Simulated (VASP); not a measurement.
# A VASP study of SnAs (r2SCAN + rVV10): structure first, properties next

How well does r2SCAN + rVV10 reproduce what experiment finds for SnAs? The cell is relaxed first, and properties follow on it. The steps: full relaxation (r2SCAN + rVV10), second relaxation, single point with fields (r2SCAN + rVV10), band structure (r2SCAN + rVV10), density of states (r2SCAN + rVV10), zone-centre phonons (r2SCAN + rVV10) and bands along the symmetry lines (r2SCAN + rVV10 + SOC). Left out of this account: 1 further run (core levels: core levels are not valid at this level). The start is a computed cell from the Materials Project.

Main program and level: VASP 6.6.1; r2SCAN with rVV10; plane waves and PAW (Sn_d, As), in the first sound run; inputs show where later runs differ.

The experiments to compare with:

“Detailed magneto-heat capacity analysis of SnAs topological superconductor” (2022, arxiv:2202.10664) reports for SnAs, NaCl-type (rock salt), by powder XRD, Rietveld refinement (crystal grown by two-step solid state reaction): lattice constant a (cubic a) 5.721 Å [measurement temperature not stated, presumably room temperature].

Report form: the programs' logs are mostly left out.

## (1) The starting structure

Before any relaxation, the start is as follows. Symmetry: Fm-3m, No. 225, cubic system. Conventional cell: a = 5.754 Å, b = 5.754 Å, c = 5.754 Å, α = 90.00°, β = 90.00°, γ = 90.00°. Nearest to Sn lie 6 As at 2.88 Å. Nearest to As lie 6 Sn at 2.88 Å. Farther neighbours are not listed.

Coordinates:

```cif
data_structure
_symmetry_space_group_name_H-M 'P 1'
_symmetry_Int_Tables_number 1
_cell_length_a 4.0685
_cell_length_b 4.0685
_cell_length_c 4.0685
_cell_angle_alpha 60.000
_cell_angle_beta 60.000
_cell_angle_gamma 60.000
_cell_volume 47.62
loop_
_atom_site_label
_atom_site_type_symbol
_atom_site_fract_x
_atom_site_fract_y
_atom_site_fract_z
_atom_site_occupancy
Sn1 Sn 0.50000 0.50000 0.50000 1
As2 As 0.00000 0.00000 0.00000 1
```

## (2) Full relaxation (r2SCAN + rVV10)

The start need not lie at this functional's minimum. ISIF = 3 frees volume, shape and positions, and EDIFFG sets the threshold on forces and stress at which the search stops. r2SCAN adds the kinetic-energy density, costs more than a GGA and is run with LASPH. LUSE_VDW switches on a nonlocal correlation term for dispersion.

Input file INCAR:

```
SYSTEM = SnAs
PREC = Accurate
ENCUT = 400
EDIFF = 1E-06
NELM = 100
ISMEAR = 0
SIGMA = 0.05
LREAL = .FALSE.
ALGO = Normal
METAGGA = R2SCAN
LUSE_VDW = .TRUE.
IVDW_NL = 2
BPARAM = 11.95
CPARAM = 0.0093
LASPH = .TRUE.
NBANDS = 15
LORBIT = 11
LWAVE = .FALSE.
LCHARG = .FALSE.
KPAR = 2
IBRION = 2
NSW = 60
ISIF = 3
EDIFFG = -0.01
```

Input file POSCAR:

```
SnAs
1.0
    0.0000000000      2.8768709376      2.8768709376
    2.8768709376      0.0000000000      2.8768709376
    2.8768709376      2.8768709376      0.0000000000
Sn As
1 1
Direct
    0.5000000000      0.5000000000      0.5000000000
    0.0000000000      0.0000000000      0.0000000000
```

Input file KPOINTS:

```
Automatic mesh
0
Gamma
8 8 8
0 0 0
```

Potentials, in the order of the species: Sn_d and As (PBE family, release 64).

Launch:

```sh
> mpirun -np 2 vasp_std
```

It took 4.6 min on 2 MPI ranks of AMD EPYC 7R43, shared host; peak memory 0.46 GiB; 9.1 min of CPU time.

This run has no spin polarisation. Its electron count is odd, so without a moment it is a metal by construction. The k-mesh is coarse for a metal. The PAW data sets were made with PBE, which is usual practice but a small mismatch for other functionals. The run keeps the 48 symmetry operations of its start, so it cannot find a distortion of lower symmetry.

The steps of the relaxation:

```tsv
step	energy less that of the first step (eV)	largest force (eV/Å)	pressure (GPa)	volume (Å³)
1	0.0000	0.0000	-0.72	47.62
2	-0.0008	0.0000	0.40	46.89
3	-0.0011	0.0000	0.02	47.14
```

```tsv
conventional cell, symmetrised	before	after	change
a (Å)	5.754	5.734	-0.3 %
b (Å)	5.754	5.734	-0.3 %
c (Å)	5.754	5.734	-0.3 %
volume (Å³/atom)	23.81	23.57	-1.0 %
```

Final coordinates:

```xyz
2
Lattice="0.0000 2.8671 2.8671 2.8671 0.0000 2.8671 2.8671 2.8671 0.0000" Properties=species:S:1:pos:R:3 pbc="T T T"
Sn    2.8671    2.8671    2.8671
As    0.0000    0.0000    0.0000
```

This step gave:

```yaml
electrons: 19
bands: 15
irreducible_k_points: 29
symmetry_operations: 48
free_energy_toten: -39.08 eV
energy_at_zero_smearing: -39.08 eV
fermi_energy: 6.863 eV
pressure: 0.02178 GPa
metallic: yes
scf_cycles_over_all_ionic_steps: 29
```

It ends with forces that vanish by symmetry and a pressure of 0.02 GPa.

## (3) Second relaxation

A relaxation keeps the plane waves of the cell it began with, so it is repeated from the new cell, on a basis made for it.

INCAR is that of step 2.

Input file POSCAR:

```
SnAs
1.0
    0.0000000000      2.8671404637      2.8671404637
    2.8671404637      0.0000000000      2.8671404637
    2.8671404637      2.8671404637      0.0000000000
Sn As
1 1
Direct
    0.5000000000      0.5000000000      0.5000000000
    0.0000000000      0.0000000000      0.0000000000
```

KPOINTS is that of step 2.

Launch:

```sh
> mpirun -np 2 vasp_std
```

It took 1.9 min on 2 MPI ranks; peak memory 0.44 GiB.

Little changed from the start: no atom moved by 0.005 Å and no cell edge by 0.1 %.

This step gave:

```yaml
pressure: 0.01416 GPa
scf_cycles_over_all_ionic_steps: 12
```

It ends with forces that vanish by symmetry and a pressure of 0.01 GPa. The volume moved by under 0.01 %: the run met its threshold at the first step.

## (4) Single point with fields (r2SCAN + rVV10)

The relaxed cell gets a fresh self-consistent run, on a basis set for its own volume, to fix the density and to check the remaining stress.

INCAR: that of step 3 with these lines changed.

```diff
@@ -18,7 +18,5 @@
 LWAVE = .FALSE.
-LCHARG = .FALSE.
-KPAR = 2
-IBRION = 2
-NSW = 60
-ISIF = 3
-EDIFFG = -0.01
+LCHARG = .TRUE.
+ISIF = 2
+LELF = .TRUE.
+LVHAR = .TRUE.
```

POSCAR is that of step 3.

KPOINTS is that of step 3.

Launch:

```sh
> mpirun -np 2 vasp_std
```

Run time: 1.8 min. Hardware: 2 MPI ranks; peak memory 0.34 GiB; 3.5 min of CPU time.

This step gave:

```
SCF cycles : 12
bands      : 16
pressure   : 0.01412 GPa
```

Valence electrons inside each PAW sphere by angular momentum. Sphere charges, by row:

```tsv
atom	s (e)	p (e)	d (e)	tot (e)
Sn1	1.197	0.965	10.01	12.18
As2	1.256	1.491	0.034	2.781
```

Electrostatic potential energy in the ac plane of the conventional cell at fractional y = 0.000, with atoms of Sn and As within 0.2 Å of it. With pseudopotentials it is smooth inside the atoms' cores, unlike the true potential.

Values in eV, 16 rows by 16 columns, each cell a mean:
```
-28 -43 -21  -3  -2 -17 -59 -91 -94 -78 -35  -5  -1  -9 -38 -36
-41 -29  -8   0   0  -6 -31 -59 -65 -45 -16  -2   0  -3 -18 -38
-11  -5  -1   2   1  -1  -6 -17 -20 -11  -3   0   2   1  -3  -9
 -2  -1   1   2   2   1   0  -2  -2  -1   1   2   2   2   0  -1
 -6  -3  -1   1   2   2   0  -3  -3  -2   1   2   2   0  -2  -5
-39 -25  -7  -1   1  -1  -8 -21 -25 -14  -3   1   1  -3 -16 -35
-84 -63 -25  -3  -1  -5 -29 -43 -41 -40 -14  -2  -1 -11 -45 -78
-95 -84 -39  -6  -2 -11 -41 -28 -14 -41 -25  -3  -2 -20 -65 -94
-94 -78 -35  -5  -1  -9 -38 -36 -28 -43 -21  -3  -2 -17 -59 -91
-65 -45 -16  -2   0  -3 -18 -38 -41 -29  -8   0   0  -6 -31 -59
-20 -11  -3   0   2   1  -3  -9 -11  -5  -1   2   1  -1  -6 -17
 -2  -1   1   2   2   2   0  -1  -2  -1   1   2   2   1   0  -2
 -3  -2   1   2   2   0  -2  -5  -6  -3  -1   1   2   2   0  -3
-25 -14  -3   1   1  -3 -16 -35 -39 -25  -7  -1   1  -1  -8 -21
-41 -40 -14  -2  -1 -11 -45 -78 -84 -63 -25  -3  -1  -5 -29 -43
-14 -41 -25  -3  -2 -20 -65 -94 -95 -84 -39  -6  -2 -11 -41 -28
```
Columns run along a (5.7 Å; values clipped at the 3rd and 97th percentile), rows up along c (5.7 Å), edges of the conventional cell, whose origin can differ from the input's. Atoms in or near the plane, at fractional coordinates: Sn at (0.50, 0.00), Sn at (0.00, 0.50), As at (0.00, 0.00), As at (0.50, 0.50).

Valence density in the ac plane of the conventional cell at fractional y = 0.000, with atoms of Sn and As within 0.2 Å of it. It is the smooth field of the valence electrons, not physical close to the nuclei.

Ten steps, logarithmic in the rise over the least value, from '_' (0 e/Å³) to '@' (11 e/Å³), each cell a mean:
```
::====----==##@@@@%%++----====--
====--------++####**==------====
==----::::----====----::::----==
----::::::::--------::::::::----
------::::::----------::::::----
++==----::----======----::--==++
%%##==------====--====------**%%
@@%%++----====::__--==----==##@@
@@%%++----====--::====----==##@@
##**==------========--------++##
==----::::----====----::::----==
----::::::::--------::::::::----
------::::::----------::::::----
====----::--==++++==----::----==
--====------**%%%%##==------====
__--==----==##@@@@%%++----====::
```
Columns run along a (5.7 Å), rows up along c (5.7 Å), edges of the conventional cell, whose origin can differ from the input's. Atoms in or near the plane, at fractional coordinates: Sn at (0.50, 0.00), Sn at (0.00, 0.50), As at (0.00, 0.00), As at (0.50, 0.50).

ELF in the ac plane of the conventional cell at fractional y = 0.000, with atoms of Sn and As within 0.2 Å of it. It is the smooth field of the valence electrons, not physical close to the nuclei.

Values, 16 rows by 16 columns, each cell a mean:
```
0.61 0.75 0.82 0.71 0.48 0.41 0.30 0.13 0.14 0.19 0.39 0.41 0.60 0.79 0.80 0.65
0.79 0.81 0.76 0.59 0.39 0.35 0.38 0.30 0.27 0.36 0.38 0.35 0.49 0.69 0.79 0.80
0.81 0.75 0.60 0.36 0.23 0.27 0.35 0.41 0.42 0.38 0.31 0.25 0.28 0.49 0.69 0.79
0.63 0.55 0.38 0.18 0.12 0.23 0.39 0.48 0.49 0.45 0.32 0.16 0.13 0.28 0.49 0.60
0.43 0.39 0.30 0.18 0.18 0.36 0.59 0.71 0.73 0.66 0.48 0.25 0.16 0.25 0.35 0.41
0.38 0.39 0.34 0.30 0.38 0.60 0.76 0.82 0.82 0.79 0.69 0.48 0.32 0.31 0.38 0.39
0.16 0.27 0.39 0.39 0.55 0.75 0.81 0.75 0.72 0.78 0.79 0.66 0.45 0.38 0.36 0.19
0.22 0.16 0.38 0.43 0.63 0.81 0.79 0.61 0.52 0.72 0.82 0.73 0.49 0.42 0.27 0.14
0.14 0.19 0.39 0.41 0.60 0.79 0.80 0.65 0.61 0.75 0.82 0.71 0.48 0.41 0.30 0.13
0.27 0.36 0.38 0.35 0.49 0.69 0.79 0.80 0.79 0.81 0.76 0.59 0.39 0.35 0.38 0.30
0.42 0.38 0.31 0.25 0.28 0.49 0.69 0.79 0.81 0.75 0.60 0.36 0.23 0.27 0.35 0.41
0.49 0.45 0.32 0.16 0.13 0.28 0.49 0.60 0.63 0.55 0.38 0.18 0.12 0.23 0.39 0.48
0.73 0.66 0.48 0.25 0.16 0.25 0.35 0.41 0.43 0.39 0.30 0.18 0.18 0.36 0.59 0.71
0.82 0.79 0.69 0.48 0.32 0.31 0.38 0.39 0.38 0.39 0.34 0.30 0.38 0.60 0.76 0.82
0.72 0.78 0.79 0.66 0.45 0.38 0.36 0.19 0.16 0.27 0.39 0.39 0.55 0.75 0.81 0.75
0.52 0.72 0.82 0.73 0.49 0.42 0.27 0.14 0.22 0.16 0.38 0.43 0.63 0.81 0.79 0.61
```
Columns run along a (5.7 Å), rows up along c (5.7 Å), edges of the conventional cell, whose origin can differ from the input's. Atoms in or near the plane, at fractional coordinates: Sn at (0.50, 0.00), Sn at (0.00, 0.50), As at (0.00, 0.00), As at (0.50, 0.50).

In this run the pressure is 0.01 GPa, small enough to go on.

## (5) Band structure (r2SCAN + rVV10)

Levels along the symmetry lines show where the bands peak and cross; KPOINTS_OPT computes them in the converged potential.

INCAR: that of step 4 with these lines changed.

```diff
@@ -15,8 +15,6 @@
 LASPH = .TRUE.
-NBANDS = 15
+NBANDS = 21
 LORBIT = 11
 LWAVE = .FALSE.
-LCHARG = .TRUE.
-ISIF = 2
-LELF = .TRUE.
-LVHAR = .TRUE.
+LCHARG = .FALSE.
+KPAR = 2
```

POSCAR is that of step 4.

KPOINTS is that of step 4.

Input file KPOINTS_OPT:

```
Line mode
16
Line-mode
Reciprocal
  0.00000000   0.00000000   0.00000000 GAMMA
  0.50000000   0.00000000   0.50000000 X

  0.50000000   0.00000000   0.50000000 X
  0.50000000   0.25000000   0.75000000 W

  0.50000000   0.25000000   0.75000000 W
  0.37500000   0.37500000   0.75000000 K

  0.37500000   0.37500000   0.75000000 K
  0.00000000   0.00000000   0.00000000 GAMMA

  0.00000000   0.00000000   0.00000000 GAMMA
  0.50000000   0.50000000   0.50000000 L

  0.50000000   0.50000000   0.50000000 L
  0.62500000   0.25000000   0.62500000 U

  0.62500000   0.25000000   0.62500000 U
  0.50000000   0.25000000   0.75000000 W

  0.50000000   0.25000000   0.75000000 W
  0.50000000   0.50000000   0.50000000 L

  0.50000000   0.50000000   0.50000000 L
  0.37500000   0.37500000   0.75000000 K

  0.62500000   0.25000000   0.62500000 U
  0.50000000   0.00000000   0.50000000 X
```

Launch:

```sh
> mpirun -np 2 vasp_std
```

Elapsed: 6.4 min, on 2 MPI ranks; peak memory 0.45 GiB.

Spin-orbit coupling is off here; with elements this heavy it splits and shifts levels by tenths of an eV or more.

Numbers from this step:

* bands: 21
* pressure: 0.02008 GPa

The electronic bands at the labelled points (eV, zero at the Fermi level; # counts the bands kept):

```tsv
point	#1	#2	#3	#4	#5	#6	#7	#8
Γ	-2.45	-1.22	-1.22	-1.22	5.82	5.82	5.82	6.42
0.47 of the way	-5.20	-2.42	-2.42	-0.56	3.96	4.27	6.25	6.25
X	-6.03	-5.60	-3.48	-3.48	3.09	7.99	7.99	9.66
0.47 of the way	-6.55	-5.80	-3.97	-1.83	3.99	5.67	8.29	8.87
W	-7.26	-5.01	-5.01	0.95	2.38	6.42	6.42	9.37
0.47 of the way	-7.33	-5.35	-4.13	-0.22	3.53	5.49	7.59	8.16
K	-7.40	-5.49	-2.81	-1.79	4.91	5.28	6.61	8.24
0.47 of the way	-6.64	-3.26	-0.51	1.46	2.01	2.44	5.61	7.72
Γ	-2.45	-1.22	-1.22	-1.22	5.82	5.82	5.82	6.42
0.53 of the way	-6.31	-1.06	-1.06	0.93	2.99	2.99	3.61	7.25
L	-8.76	-0.71	-0.71	1.20	1.48	1.48	2.68	10.53
0.53 of the way	-8.31	-3.58	-1.88	-0.53	3.27	3.73	6.24	7.93
U	-7.40	-5.49	-2.81	-1.79	4.91	5.28	6.61	8.24
0.47 of the way	-7.34	-5.39	-3.95	-0.46	3.76	5.41	7.73	7.92
W	-7.26	-5.01	-5.01	0.95	2.38	6.42	6.42	9.37
0.47 of the way	-8.16	-3.67	-3.14	0.74	1.85	5.28	6.54	8.13
L	-8.76	-0.71	-0.71	1.20	1.48	1.48	2.68	10.53
0.47 of the way	-8.41	-3.17	-1.71	-0.30	2.95	3.36	5.73	8.29
K	-7.40	-5.49	-2.81	-1.79	4.91	5.28	6.61	8.24
jump to U	-7.40	-5.49	-2.81	-1.79	4.91	5.28	6.61	8.24
0.53 of the way	-6.27	-5.91	-3.33	-2.88	3.57	7.10	7.52	9.29
X	-6.03	-5.60	-3.48	-3.48	3.09	7.99	7.99	9.66
```

Of the projections kept (Sn, As), the largest for each band there; the rest of the weight can lie on other orbitals:

```tsv
point	#1	#2	#3	#4	#5	#6	#7	#8
Γ	Sn 0.56	As 0.69	As 0.69	As 0.69	Sn 0.79	Sn 0.79	Sn 0.79	Sn 0.63
X	Sn 0.52	Sn 0.84	As 0.56	As 0.56	Sn 0.67	Sn 0.58	Sn 0.58	As 0.69
W	Sn 0.90	Sn 0.50	Sn 0.50	As 0.68	Sn 0.83	As 0.73	As 0.73	Sn 0.65
K	Sn 0.86	Sn 0.51	As 0.58	Sn 0.61	As 0.68	Sn 0.63	Sn 0.72	As 0.77
Γ	Sn 0.56	As 0.69	As 0.69	As 0.69	Sn 0.79	Sn 0.79	Sn 0.79	Sn 0.63
L	Sn 0.82	As 0.87	As 0.87	Sn 0.58	Sn 0.91	Sn 0.91	Sn 0.60	As 0.70
```

There is no gap at this level.

## (6) Density of states (r2SCAN + rVV10)

Here the states are counted by energy and projected on the atoms. The mesh is finer than in the run before.

INCAR: that of step 5 with these lines changed.

```diff
@@ -5,3 +5,3 @@
 NELM = 100
-ISMEAR = 0
+ISMEAR = -5
 SIGMA = 0.05
@@ -20 +20,2 @@
 KPAR = 2
+NEDOS = 2001
```

POSCAR is that of step 5.

Input file KPOINTS:

```
Automatic mesh
0
Gamma
12 12 12
0 0 0
```

Launch:

```sh
> mpirun -np 2 vasp_std
```

Run time: 3.9 min. Hardware: 2 MPI ranks; peak memory 0.52 GiB.

With tetrahedra the forces and stress of a metal are not exact derivatives of the energy.

Numbers from this step:

```
irreducible k-points   : 72
free energy (TOTEN)    : -39.11 eV
Fermi energy           : 6.948 eV
pressure               : -0.1786 GPa
DOS at the Fermi level : 0.7152 states/eV/cell
```

The density of states has structure finer than the step of the table below, so its rows give means over 0.5 eV, whole bins alone (the curve runs from -12.0 to 7.95 eV). Peaks (eV: height): total -11.04: 1.85, 3.94: 1.49, 5.10: 2.01, 6.72: 1.49; As p -1.31: 0.402, 0.46: 0.291, 5.10: 0.362, 6.80: 0.256; Sn p -3.48: 0.247, 2.24: 0.472, 5.10: 0.367, 6.72: 0.310; Sn s -7.88: 0.533, 0.46: 0.171; As s -11.04: 1.08.

States under -12.0 eV and over 8.0 eV are left out. Density of states against energy, zero at the Fermi level; means over each step; values in states/eV/cell:

```tsv
energy (eV)	total	As p	Sn p	Sn s	As s	Sn d	As d
-11.5	1.23	0.00432	0.0500	0.0484	0.659	0.0121	3.0e-4
-11.0	0.976	0.00135	0.0271	0.0240	0.567	0.0181	2.6e-4
-10.5	0	0	0	0	0	0	0
-10.0	0	0	0	0	0	0	0
-9.5	0	0	0	0	0	0	0
-9.0	0.00839	8.4e-4	4.0e-5	0.00381	1.3e-4	4.0e-5	0
-8.5	0.350	0.0339	0.00330	0.158	0.00884	0.00148	3.6e-4
-8.0	0.871	0.0781	0.0111	0.400	0.0352	0.00375	0.00225
-7.5	0.983	0.0834	0.0165	0.446	0.0621	0.00432	0.00348
-7.0	0.663	0.0574	0.0161	0.274	0.0708	0.00363	0.00218
-6.5	0.512	0.0470	0.0168	0.190	0.0719	0.00360	0.00151
-6.0	0.283	0.0306	0.0146	0.0879	0.0454	0.00185	4.9e-4
-5.5	0.455	0.0719	0.0643	0.0696	0.0320	0.00215	0.00103
-5.0	0.592	0.110	0.103	0.0488	0.0228	0.00418	0.00159
-4.5	0.686	0.140	0.125	0.0387	0.0189	0.00674	0.00228
-4.0	0.853	0.190	0.160	0.0323	0.0162	0.0103	0.00318
-3.5	1.17	0.287	0.223	0.0302	0.0147	0.0147	0.00423
-3.0	1.18	0.305	0.217	0.0294	0.0138	0.0189	0.00499
-2.5	1.16	0.318	0.201	0.0314	0.0135	0.0227	0.00566
-2.0	1.14	0.331	0.183	0.0393	0.0151	0.0262	0.00630
-1.5	1.18	0.368	0.167	0.0478	0.0169	0.0319	0.00671
-1.0	1.03	0.327	0.123	0.0576	0.0159	0.0346	0.00714
-0.5	0.540	0.120	0.0917	0.0697	0.0124	0.0134	0.00774
0.0	0.736	0.168	0.116	0.102	0.0161	0.0209	0.0112
0.5	1.01	0.224	0.163	0.137	0.0271	0.0289	0.0164
1.0	0.515	0.0903	0.0970	0.0697	0.0346	0.0109	0.00844
1.5	0.186	0.0171	0.0631	0.00829	0.00968	0.00254	0.00586
2.0	0.970	0.0688	0.383	0.0116	0.0461	0.0136	0.0343
2.5	1.12	0.109	0.408	0.0253	0.0606	0.0211	0.0350
3.0	0.929	0.118	0.291	0.0312	0.0434	0.0254	0.0287
3.5	1.12	0.150	0.251	0.0410	0.0357	0.0533	0.0409
4.0	1.33	0.184	0.235	0.0463	0.0281	0.0751	0.0549
4.5	0.965	0.166	0.192	0.0429	0.0166	0.0413	0.0362
5.0	1.61	0.289	0.304	0.0472	0.0186	0.0730	0.0669
5.5	1.21	0.238	0.229	0.0349	0.0131	0.0517	0.0503
6.0	1.07	0.196	0.215	0.0257	0.0112	0.0516	0.0439
6.5	1.33	0.227	0.278	0.0256	0.0150	0.0732	0.0534
7.0	1.34	0.219	0.285	0.0181	0.0145	0.0832	0.0543
7.5	1.27	0.186	0.279	0.0144	0.0102	0.0921	0.0537
```

The finer mesh and the other smearing move the Fermi level by +0.08 eV from the 8×8×8 run, one measure of the sampling error in the zero of the bands above. Of the states within 0.3 eV of the Fermi level, the largest shares in the PAW spheres are As p 23 %, Sn p 16 % and Sn s 14 %. The rest lies in smaller channels or between the spheres.

## (7) Zone-centre phonons (r2SCAN + rVV10)

Zone-centre modes test whether the atoms sit at a minimum within this cell. IBRION = 6 takes the force constants from differences of forces between displaced cells, so the forces must be tight.

Input file INCAR:

```
SYSTEM = SnAs
PREC = Accurate
ENCUT = 400
EDIFF = 1E-08
NELM = 100
ISMEAR = 1
SIGMA = 0.2
LREAL = .FALSE.
ALGO = Normal
METAGGA = R2SCAN
LUSE_VDW = .TRUE.
IVDW_NL = 2
BPARAM = 11.95
CPARAM = 0.0093
LASPH = .TRUE.
NBANDS = 15
LORBIT = 11
LWAVE = .FALSE.
LCHARG = .FALSE.
KPAR = 2
IBRION = 6
NFREE = 2
POTIM = 0.015
ISIF = 2
NSW = 1
```

POSCAR is that of step 6.

KPOINTS is that of step 6.

Launch:

```sh
> mpirun -np 2 vasp_std
```

Wall time 22 min (2 MPI ranks); peak memory 0.66 GiB.

The last energy, forces, stress and levels in OUTCAR belong to the last displaced cell, not to the cell of POSCAR.

This step gave:

```
bands                     : 15
pressure of the cell      : -0.2375 GPa
largest force of the cell : 0 eV/Å
```

Modes at Γ, with each element's share of the kinetic energy:

```tsv
mode	frequency (cm⁻¹)	symmetry	Sn %	As %
1	-1.0	acoustic	60	40
2	-1.0	acoustic	60	40
3	-1.0	acoustic	60	40
4	86.8	T1u	40	60
5	86.8	T1u	40	60
6	86.8	T1u	40	60
```

Displacements in mode 4 (86.8 cm⁻¹), the largest set to 1:
```
Sn1  0.00  0.00 -0.65
As2  0.00  0.00  1.00
```

The three acoustic modes lie within 1.0 cm⁻¹ of zero, and all others are real. By the characters of their eigenvectors the optical modes sort into (cm⁻¹) infrared active: T1u 87.

(Continued in part 2 of 2.)

[Lines on the potential files, build, host, timing and source positions are cut from VASP's logs without a mark.]

[Logs are printed without paths, hosts, clocks, repeated set-up lines and the standing remarks that a program may print on its own settings, such as how far it seeks lower states.]

[Hosts, paths, dates, database ids (printed as entryN), source tags and the programs' standing remarks are cut or masked in the printed files.]

[A measured line is paired with the nearest computed mode of its activity, which favours agreement.]
